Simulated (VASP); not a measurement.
A convergence study with VASP on NiAl (space group no. 221 when undisturbed): one setting is varied, all else stays as given below, so the limit is that of these other settings. One atom is moved off its site, so that forces are finite.

```
AlNi
1.0
    2.88133     0.00000     0.00000
    0.00000     2.88133     0.00000
    0.00000     0.00000     2.88133
Al Ni
1 1
Cartesian
  1.44067   1.44067   1.49066
  0.00000   0.00000   0.00000
```

Level of theory: LDA (Ceperley-Alder, Perdew-Zunger), VASP's LDA PAW potentials (set 64) (plane waves; VASP 6.6.1). The tightest run used: 720 eV cut-off, 11×11×11 Γ-centred mesh, Fermi-Dirac smearing of 0.10 eV, potentials Al Ni.

Question: The settings run are ENCUT = 105; ENCUT = 120; ENCUT = 135; ENCUT = 150; ENCUT = 165; ENCUT = 180; ENCUT = 210; ENCUT = 240; ENCUT = 270; ENCUT = 330; ENCUT = 360; ENCUT = 405; ENCUT = 450; ENCUT = 525; ENCUT = 600; ENCUT = 720. From which on does the energy per atom stay within 0.001 eV/atom of the tightest run?

Answer: From ENCUT = 405 on: it is off by 0.0007 there and by no more than 0.001 in any finer run, while ENCUT = 360 is off by 0.0022.
```csv
setting,E (eV/atom),pressure (GPa),largest force (eV/Å),plane waves,difference judged (eV/atom)
ENCUT = 105,22.0966,-1569.72,0.005,69,28.1747
ENCUT = 120,7.3372,-968.82,0.057,81,13.4153
ENCUT = 135,-0.1756,-572.39,0.303,90,5.9025
ENCUT = 150,-3.3932,-336.91,0.311,105,2.6849
ENCUT = 165,-4.7988,-201.96,0.260,130,1.2793
ENCUT = 180,-5.4952,-120.69,0.229,141,0.5828
ENCUT = 210,-5.9593,-42.90,0.228,174,0.1188
ENCUT = 240,-6.0553,-16.85,0.259,211,0.0228
ENCUT = 270,-6.0757,-9.21,0.265,256,0.0024
ENCUT = 330,-6.0813,-7.85,0.265,341,0.0032
ENCUT = 360,-6.0803,-8.02,0.265,382,0.0022
ENCUT = 405,-6.0788,-7.97,0.264,461,0.0007
ENCUT = 450,-6.0782,-7.79,0.263,528,0.0001
ENCUT = 525,-6.0781,-7.72,0.263,669,0.0000
ENCUT = 600,-6.0781,-7.76,0.263,812,0.0000
ENCUT = 720,-6.0781,-7.72,0.263,1064,0.0000
```

Left out are rungs that failed or repeat a setting and relaxations that didn't move; long series are thinned to 24 rows.

The structure is a typed NiAl crystal (space group no. 221). The cell was not relaxed at this level, it is distorted from the ideal structure. The run is not spin-polarised, so no magnetic state was tried. The electron count is odd and the run is not spin-polarised, which forces a metal.
